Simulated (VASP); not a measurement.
Consider the following.

```
V
1.0
   -1.47845     1.47845     1.47845
    1.47845    -1.47845     1.47845
    1.47845     1.47845    -1.47845
V
1
Cartesian
  0.00000   0.00000   0.00000
```

Level of theory: PBE GGA with D3 dispersion (zero damping), VASP's PBE PAW potentials (set 64) (plane waves; VASP). Numerical set-up: 520 eV cut-off, Gaussian smearing of 0.050 eV, potentials V_sv.

Q: Give the energies of bands 5 to 9 at the high-symmetry points, in eV from the Fermi level.

A: 
```csv
band,Γ,H,N,P
5,-6.67,-3.18,-3.31,-1.15
6,0.42,-3.18,-1.21,-1.15
7,0.42,3.93,1.80,-1.15
8,0.42,3.93,2.55,3.00
9,2.54,3.93,2.93,3.00
```

It has no gap at this level: it comes out as a metal or semimetal.

The compound is V in the bcc structure. It was relaxed first, which changed the volume by -7 %. The run is not spin-polarised, so no magnetic state was tried.
